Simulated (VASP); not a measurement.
Write the native input for VASP 6.6.1 that does the following.

```
Task                      : relaxation of the atoms
Functional                : PBE
Dispersion                : D4
Potentials or basis       : VASP PAW PBE potentials, release 64 (Ag, F)
Cutoff                    : 520 eV
k mesh                    : 9 × 7 × 1
Occupations               : fermi-dirac, width 0.05 eV
Spin                      : no spin polarisation
Dipole correction         : yes
Atoms held fixed (from 0) : [0]
Further INCAR settings    : ALGO = Normal; EDIFF = 1e-06; IBRION = 2; EDIFFG = -0.02; NSW = 60
```

The structure of AgF lies in POSCAR:

```
AgF
1.0
    3.1221000000      0.0000000000      0.0000000000
    0.0000000000      4.1428800000      0.0000000000
    0.0000000000      0.0000000000     23.8000000000
Ag F
1 1
Selective dynamics
Direct
    0.0000000000      0.5000000000      0.2941200000  F F F
    0.0000000000      0.0000000000      0.2941200000  T T T
```

The cell was built by a generator and needn't be a form met in nature.

One way to write it, as run:

INCAR

```
PREC = Accurate
ENCUT = 520
EDIFF = 1E-6
ISMEAR = -1
SIGMA = 0.05
LREAL = F
LASPH = T
NELM = 80
ALGO = Normal
ISIF = 2
LWAVE = F
LCHARG = F
LDIPOL = T
IDIPOL = 3
DIPOL = 0.5 0.5 0.294
GGA = PE
IVDW = 13
IBRION = 2
NSW = 60
EDIFFG = -0.02
```

KPOINTS

```
Automatic mesh
0
Gamma
  9 7 1
```

Potentials or basis: VASP PAW PBE potentials, release 64 (Ag, F).

Run with:

```console
$ cat potpaw_PBE.64/Ag/POTCAR potpaw_PBE.64/F/POTCAR > POTCAR
$ mpirun -np 1 vasp_std > vasp.out
```

It gave:

The band gap on the k mesh is 1.10 eV, indirect (least direct gap 3.20 eV). The dispersion energy per atom is -0.088 eV.

Caveat: the relaxation stopped at its first step, so nothing moved.

Run time: 77 s on 1 thread of Intel(R) Xeon(R) Platinum 8488C (Sapphire Rapids), with other jobs on the host, peak memory 0.4 GiB.
